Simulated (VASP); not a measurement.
Output of a VASP run:

File OSZICAR:
```
       N       E                     dE             d eps       ncg     rms          rms(c)
DAV:   1     0.146858397987E+03    0.14686E+03   -0.11273E+04   960   0.127E+03
DAV:   2    -0.460009217632E+01   -0.15146E+03   -0.14888E+03  1288   0.244E+02
DAV:   3    -0.132636988711E+02   -0.86636E+01   -0.86568E+01  1280   0.630E+01
DAV:   4    -0.135596307334E+02   -0.29593E+00   -0.29589E+00  1736   0.978E+00
DAV:   5    -0.135616900794E+02   -0.20593E-02   -0.20592E-02  1328   0.737E-01    0.146E+01
DAV:   6    -0.133338000414E+02    0.22789E+00   -0.58160E-01  1280   0.442E+00    0.925E+00
DAV:   7    -0.133381795726E+02   -0.43795E-02   -0.35790E-01  1456   0.389E+00    0.149E+00
DAV:   8    -0.133388984659E+02   -0.71889E-03   -0.53846E-02  1240   0.135E+00    0.277E-01
DAV:   9    -0.133405926416E+02   -0.16942E-02   -0.18421E-03  1336   0.280E-01    0.104E-01
DAV:  10    -0.133417944397E+02   -0.12018E-02   -0.11138E-03  1144   0.190E-01    0.334E-02
DAV:  11    -0.133419047918E+02   -0.11035E-03   -0.13901E-04  1376   0.605E-02    0.323E-02
DAV:  12    -0.133419170368E+02   -0.12245E-04   -0.21132E-05  1272   0.241E-02    0.652E-03
DAV:  13    -0.133419197332E+02   -0.26964E-05   -0.46948E-06  1272   0.118E-02    0.379E-03
DAV:  14    -0.133419199227E+02   -0.18945E-06   -0.66825E-07  1144   0.465E-03    0.279E-03
DAV:  15    -0.133419199169E+02    0.57139E-08   -0.50123E-08  1152   0.145E-03
   1 F= -.13341920E+02 E0= -.13341920E+02  d E =-.100455E-18
```

**OUTCAR**
```
------------------------ aborting loop because EDIFF is reached ----------------------------------------
  FORCE on cell =-STRESS in cart. coord.  units (eV):
  Direction    XX          YY          ZZ          XY          YZ          ZX
  --------------------------------------------------------------------------------------
  Total       -0.0987015     -0.0987015     -0.2316214      0.0000000      0.0000000      0.0000000
  in kB       -1.8991958     -1.8991958     -4.4568175      0.0000000      0.0000000      0.0000000
  external PRESSURE =      -2.7517363 kB  Pullay stress =       0.0000000 kB
  volume of cell :       83.27
      direct lattice vectors                 reciprocal lattice vectors
     0.000000000  3.460106437  3.477406969    -0.144504225  0.144504225  0.143785299
     3.460106437  0.000000000  3.477406969     0.144504225 -0.144504225  0.143785299
     3.460106437  3.460106437  0.000000000     0.144504225  0.144504225 -0.143785299
 POSITION                                       TOTAL-FORCE (eV/Angst)
 -----------------------------------------------------------------------------------
      0.00000      0.00000      0.00000         0.000000      0.000000      0.000000
      1.73005      1.73005      1.73870         0.000000      0.000000      0.000000
      5.19016      5.19016      5.21611        -0.000000     -0.000000     -0.000000
 -----------------------------------------------------------------------------------
    total drift:                                0.000000      0.000000      0.000000
  FREE ENERGIE OF THE ION-ELECTRON SYSTEM (eV)
  ---------------------------------------------------
  free  energy   TOTEN  =       -13.3419199169 eV

  energy  without entropy=      -13.3419199169  energy(sigma->0) =      -13.34191992
```
(Selected blocks of OUTCAR.)

**POSCAR**
```
SrCl2
1
    0.0000000000     3.4601064366     3.4774069688
    3.4601064366     0.0000000000     3.4774069688
    3.4601064366     3.4601064366     0.0000000000
Sr Cl
1 2
Direct
  0.0000000000   0.0000000000   0.0000000000
  0.2500000000   0.2500000000   0.2500000000
  0.7500000000   0.7500000000   0.7500000000
```

Problem. Reconstruct the remaining input files.

Solution. One answer among several that fit: the input of the run itself, PBEsol GGA, plane waves, VASP's PBE PAW potentials (set 64).

File KPOINTS:
```
Regular mesh
0
gamma
  6 6 6
```

**INCAR**
```
# general
SYSTEM =SrCl2
PREC   =Accurate
ENCUT  =480
LREAL  =.False.
LASPH  =.True.

# electronic loop
EDIFF  =1E-7
NELM   =100
ALGO   =Normal
LMAXMIX=4

# smearing
ISMEAR =0
SIGMA  =0.05

# functional
GGA    =PS

# ions
ISIF   =2

# output
LWAVE  =.False.
LCHARG =.False.
```

POTCAR, in this order: Sr_sv Cl (PBE.64 set). Program: vasp_std.

The compound is SrCl2 in the fluorite structure. This cell was strained or had an atom moved on purpose.
